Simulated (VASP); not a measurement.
```yaml
crystal:
  lattice:
    - [5.38416, 0.00000, 0.00000]
    - [0.00000, 5.38416, 0.00000]
    - [0.00000, 0.00000, 5.38416]
  atoms:
    - { symbol: Cd, position: [0.00000, 0.00000, 0.00000] }
    - { symbol: Se, position: [0.27239, 0.27239, 0.27239] }
    - { symbol: Se, position: [0.72761, 0.72761, 0.27239] }
    - { symbol: Se, position: [0.72761, 0.27239, 0.72761] }
    - { symbol: Se, position: [0.27239, 0.72761, 0.72761] }
    - { symbol: Be, position: [0.50000, 0.50000, 0.00000] }
    - { symbol: Be, position: [0.50000, 0.00000, 0.50000] }
    - { symbol: Be, position: [0.00000, 0.50000, 0.50000] }
```

All values below come from PBEsol GGA, VASP's PBE PAW potentials (set 64) (plane waves; VASP). Run with 400 eV cut-off, Gaussian smearing of 0.050 eV, potentials Cd Se Be.

### Question
Give the energies of bands 12 to 25 at the high-symmetry points, in eV from the valence-band maximum.

### Answer

```tsv
band	Γ	X	M	R
12	-4.82	-3.80	-4.32	-5.41
13	-2.65	-3.28	-4.04	-5.41
14	-2.65	-3.28	-3.25	-1.73
15	-2.65	-3.19	-2.84	-1.73
16	-2.53	-3.12	-2.84	-1.28
17	-2.53	-2.60	-2.67	-1.28
18	-2.53	-1.85	-1.94	-1.28
19	0.00	-1.85	-1.08	-0.37
20	0.00	-0.91	-0.65	-0.37
21	0.00	-0.91	-0.65	-0.37
22	2.65	3.29	4.28	3.08
23	2.65	3.90	4.28	3.49
24	2.65	4.70	4.33	3.49
25	2.66	4.86	5.05	3.49
```

The gap is indirect, 2.62 eV, from the valence maximum at Γ to the conduction minimum at Γ-X at 0.14.

The structure was generated: Be3CdSe4 was put into an ordered model structure (P-43m), which need not be its known phase. It was relaxed first.
